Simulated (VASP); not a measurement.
A run of VASP 6.6.1 is set up as follows.

Contents of INCAR:

```
ALGO = Fast
EDIFF = 1E-4
EDIFFG = -0.08
ENCUT = 520
GGA = PE
IBRION = 2
ISIF = 3
ISMEAR = 0
LASPH = True
LCHARG = False
LREAL = False
LWAVE = False
NELM = 60
NSW = 24
PREC = Normal
SIGMA = 0.15
```

Contents of KPOINTS:

```
k-points
0
Gamma
  3 3 3
```

Contents of POSCAR:

```
Lu3AlN4
1.0
    5.1439880600      0.0000000000      0.0000000000
    0.0000000000      5.1439880600      0.0000000000
    0.0000000000      0.0000000000      5.1439880600
Lu Al N
3 1 4
Direct
    0.5000000000      0.0000000000      0.0000000000
    0.0000000000      0.5000000000      0.0000000000
    0.0000000000      0.0000000000      0.5000000000
    0.0000000000      0.0000000000      0.0000000000
    0.2372000100      0.2372000100      0.2372000100
    0.2372000100      0.7627999900      0.7627999900
    0.7627999900      0.7627999900      0.2372000100
    0.7627999900      0.2372000100      0.7627999900
```

Potentials or basis: VASP PAW PBE potentials, release 64 (Lu, Al, N).

The run is started by

```console
$ cat potpaw_PBE.64/Lu/POTCAR potpaw_PBE.64/Al/POTCAR potpaw_PBE.64/N/POTCAR > POTCAR
$ mpirun -np 4 vasp_std > vasp.out
```

Problem. Predict the band gap on the k mesh.

Solution. 2.26 eV, direct.

Problem. What does it give for the space group after relaxing (to 0.05 Å)?

Solution. P-43m (No. 215).

Problem. Estimate the relaxed cell.

Solution. a = 5.522 Å, b = 5.522 Å, c = 5.522 Å, α = 90.00°, β = 90.00°, γ = 90.00°.

Forces in eV/Å, atoms in the order of the input:
```
Lu   0.000  0.000  0.000
Lu   0.000  0.000  0.000
Lu   0.000  0.000  0.000
Al   0.000  0.000  0.000
N    0.023  0.023  0.023
N    0.023 -0.023 -0.023
N   -0.023 -0.023  0.023
N   -0.023  0.023 -0.023
```

Caveat: spin-orbit coupling is left out, which moves the levels of the heavy elements; the relaxation stopped at a loose force limit of 0.08 eV/Å, so its end isn't a converged minimum. As with any semilocal functional, this PBE gap is likely too small.
